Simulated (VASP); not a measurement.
Output of a VASP run:

**OSZICAR**
```
       N       E                     dE             d eps       ncg     rms          rms(c)
DAV:   1     0.315472736247E+02    0.31547E+02   -0.50047E+03  2248   0.860E+02
DAV:   2    -0.323755608189E+01   -0.34785E+02   -0.32128E+02  1923   0.168E+02
DAV:   3    -0.347983671279E+01   -0.24228E+00   -0.24216E+00  2220   0.149E+01
DAV:   4    -0.348059168684E+01   -0.75497E-03   -0.75495E-03  2124   0.881E-01
DAV:   5    -0.348059626464E+01   -0.45778E-05   -0.45779E-05  2176   0.660E-02    0.791E+00
DAV:   6    -0.323554308745E+01    0.24505E+00   -0.83796E-01  1911   0.884E+00    0.516E+00
DAV:   7    -0.321965901637E+01    0.15884E-01   -0.66208E-02  2021   0.246E+00    0.260E+00
DAV:   8    -0.321780781662E+01    0.18512E-02   -0.13867E-03  1991   0.374E-01    0.231E-01
DAV:   9    -0.321779682280E+01    0.10994E-04   -0.97060E-06  2062   0.337E-02    0.351E-02
DAV:  10    -0.321780294626E+01   -0.61235E-05   -0.32671E-06  2046   0.228E-02    0.491E-03
DAV:  11    -0.321780294119E+01    0.50653E-08   -0.48474E-08   995   0.217E-03
   1 F= -.32178029E+01 E0= -.32180017E+01  d E =0.596134E-03
```

**OUTCAR**
```
------------------------ aborting loop because EDIFF is reached ----------------------------------------
  FORCE on cell =-STRESS in cart. coord.  units (eV):
  Direction    XX          YY          ZZ          XY          YZ          ZX
  --------------------------------------------------------------------------------------
  Total       -0.0783984     -0.0783984     -0.0783984     -0.0000000      0.0000000     -0.0000000
  in kB       -6.9710268     -6.9710268     -6.9710268     -0.0000000      0.0000000     -0.0000000
  external PRESSURE =      -6.9710268 kB  Pullay stress =       0.0000000 kB
  volume of cell :       18.02
      direct lattice vectors                 reciprocal lattice vectors
     0.000000000  2.080800000  2.080800000    -0.240292195  0.240292195  0.240292195
     2.080800000  0.000000000  2.080800000     0.240292195 -0.240292195  0.240292195
     2.080800000  2.080800000  0.000000000     0.240292195  0.240292195 -0.240292195
 POSITION                                       TOTAL-FORCE (eV/Angst)
 -----------------------------------------------------------------------------------
      0.00000      0.00000      0.00000         0.000000     -0.000000     -0.000000
 -----------------------------------------------------------------------------------
    total drift:                               -0.000000     -0.000000     -0.000000
  FREE ENERGIE OF THE ION-ELECTRON SYSTEM (eV)
  ---------------------------------------------------
  free  energy   TOTEN  =        -3.2178029412 eV

  energy  without entropy=       -3.2183990751  energy(sigma->0) =       -3.21800165
```
(Selected blocks of OUTCAR.)

### POSCAR
```
Au
1
    0.0000000000     2.0808000000     2.0808000000
    2.0808000000     0.0000000000     2.0808000000
    2.0808000000     2.0808000000     0.0000000000
Au
1
Direct
  0.0000000000   0.0000000000   0.0000000000
```

Task: Write an INCAR and KPOINTS that could have produced this output.

Result: One answer among several that fit: the input of the run itself, PBE GGA, plane waves, VASP's PBE PAW potentials (set 64).

**KPOINTS**
```
Automatic mesh
0
Gamma
14 14 14
0 0 0
```

**INCAR**
```
SYSTEM = Au
PREC = Accurate; ENCUT = 400; LREAL = .FALSE.
LASPH = .TRUE.
EDIFF = 1E-6; NELM = 100; ALGO = Normal
LMAXMIX = 6
ISMEAR = 1; SIGMA = 0.1
GGA = PE
ISIF = 2
LWAVE = .FALSE.; LCHARG = .FALSE.
```

POTCAR, in this order: Au (PBE.64 set). Program: vasp_std.

The compound is Au in the fcc structure. The cell was not relaxed at this level.
